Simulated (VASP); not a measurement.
Here is the system:

Space group Fm-3m (No. 225); a = 5.968 Å, b = 5.968 Å, c = 5.968 Å, α = 90.00°, β = 90.00°, γ = 90.00°

| atom | site | symmetry | x | y | z |
|---|---|---|---|---|---|
| Pb | 4a | m-3m | 0.0000 | 0.0000 | 0.0000 |
| S | 4b | m-3m | 0.5000 | 0.5000 | 0.5000 |
(The calculation used a cell of 2 atoms; values per cell refer to that cell.)

Level of theory: HSE06 screened hybrid, VASP's PBE PAW potentials (set 64) (plane waves; VASP 6.6.1). Run with 520 eV cut-off, 6×6×6 Γ-centred mesh, Gaussian smearing of 0.050 eV, potentials Pb_d S.

### Question
Give the energy at these volumes per atom, relative to the lowest: 24.63, 25.44, 26.26, 27.07, 27.88 Å³.

### Answer
28.1, 8.5, 0.0, 1.0, 9.9 meV/atom. A third-order Birch-Murnaghan fit gives B0 = 57.1 GPa and B0′ = 4.3.

Measured: a 5.914 Å at 120 K (computed value off by +0.9 %), as given by Noda, Masumoto, Ohba, Saito, Toriumi, Iwata, Shibuya, Acta Cryst. C 43, 1443 (1987), by a structure database's card. The calculation is for a static lattice, while the measured a holds thermal and zero-point effects, which are part of the difference.

The compound is PbS in the rock salt structure. It was relaxed first. The cell's shape comes from a PBE relaxation.
